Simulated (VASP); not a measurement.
An input for Quantum ESPRESSO's pw.x (written as the equivalent of a VASP run, and not itself run):

```
&CONTROL
  calculation = 'vc-relax'
  pseudo_dir = './pseudo'
  outdir = './out'
  tprnfor = .true.
  tstress = .true.
  nstep = 60
  forc_conv_thr = 0.00078
/
&SYSTEM
  ibrav = 0
  nat = 9
  ntyp = 2
  ecutwfc = 84
  occupations = 'smearing'
  smearing = 'gaussian'
  degauss = 0.003675
  input_dft = 'pbesol'
/
&ELECTRONS
  conv_thr = 7.3e-08
  electron_maxstep = 100
/
&IONS
/
&CELL
/
ATOMIC_SPECIES
  Si 28.085 Si.upf
  O 15.999 O.upf
CELL_PARAMETERS angstrom
     2.4764094   -4.2892671   -0.0000000
     2.4764094    4.2892671    0.0000000
     0.0000000   -0.0000000    5.4444296
ATOMIC_POSITIONS crystal
  Si   1.0000000  0.4699250  0.3333330
  Si   0.5300750  0.5300750  0.0000000
  Si   0.4699250  1.0000000  0.6666670
  O    0.2672403  0.4125802  0.2145346
  O    0.5874198  0.8546601  0.8812016
  O    0.7327597  0.1453399  0.4521314
  O    0.8546601  0.5874198  0.1187984
  O    0.4125802  0.2672403  0.7854654
  O    0.1453399  0.7327597  0.5478686
K_POINTS automatic
  5 5 4 0 0 0
```

### Question
Write the VASP files for the same calculation (PBEsol).

### Answer
Several could match; the one computed here: 
**POSCAR**
```
SiO2
1
    2.4764094360    -4.2892670812    -0.0000000000
    2.4764094360     4.2892670812     0.0000000000
    0.0000000000    -0.0000000000     5.4444296036
Si O
3 6
Direct
  1.0000000000   0.4699249820   0.3333330000
  0.5300750180   0.5300750180   0.0000000000
  0.4699249820   1.0000000000   0.6666670000
  0.2672402983   0.4125802067   0.2145346247
  0.5874197933   0.8546600916   0.8812016247
  0.7327597017   0.1453399084   0.4521313753
  0.8546600916   0.5874197933   0.1187983753
  0.4125802067   0.2672402983   0.7854653753
  0.1453399084   0.7327597017   0.5478686247
```

File KPOINTS:
```
kpoints
0
gamma
5 5 4
```

INCAR:
```
ISMEAR = 0   ! Gaussian
EDIFF = 1E-6
LREAL = .False.   ! projection in real space or not
LWAVE = .False.
NELM = 100
GGA = PS   ! PBEsol
LASPH = .True.   ! aspherical one-centre terms
SYSTEM = SiO2
SIGMA = 0.05   ! width (eV)
LCHARG = .False.
PREC = Accurate
EDIFFG = -0.02
ISIF = 3   ! ions, shape and volume
ENCUT = 520   ! plane-wave cut-off (eV)
ALGO = Normal
IBRION = 2
NSW = 60   ! most ionic steps
```

POTCAR, in this order: Si O (PBE.64 set). Program: vasp_std.

The two are equivalent in intent, not identical: the potentials are each code's own (VASP's PAW set, PseudoDojo norm-conserving files in pw.x), so ENCUT and ecutwfc are chosen apart and not converted; conv_thr bounds pw.x's estimated SCF error, while EDIFF bounds the energy change between steps; forc_conv_thr acts on force components and is met together with etot_conv_thr.

The compound is SiO2 in the quartz structure. It was relaxed first. The start is the result of an earlier pass.
